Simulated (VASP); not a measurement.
Here is the system:

```
CuZn
1.0
    2.96056     0.00000     0.00000
    0.00000     2.96056     0.00000
    0.00000     0.00000     2.96056
Zn Cu
1 1
Direct
  0.50000   0.50000   0.50000
  0.00000   0.00000   0.00000
```

All values below come from PBE GGA, VASP's PBE PAW potentials (set 64) (plane waves; VASP 6.6.1). Settings: 480 eV cut-off, 12×12×12 Γ-centred mesh, first-order Methfessel-Paxton smearing of 0.10 eV, potentials Zn Cu.

Energy and stress use the plane-wave basis of the starting cell.

The ions, cell shape and volume at an external pressure of 30.0 GPa are relaxed. What does this cell relax into?

```
CuZn
1.0
    2.80365     0.00000     0.00000
    0.00000     2.80365     0.00000
    0.00000     0.00000     2.80365
Zn Cu
1 1
Direct
  0.50000   0.50000   0.50000
  0.00000   0.00000   0.00000
```
Space group Pm-3m (221), at a tolerance of 0.03 Å.

How do energy and volume change from the first to the last step?

The energy (σ→0) changes by +162.6 meV/atom and the volume by -15.1 %, in 7 ionic steps.

The compound is CuZn in the CsCl type structure. This run relaxes it under an external pressure of 30 GPa. Symmetry was kept, so distortions that lower it aren't found. The electron count is odd and the run is not spin-polarised, which forces a metal.
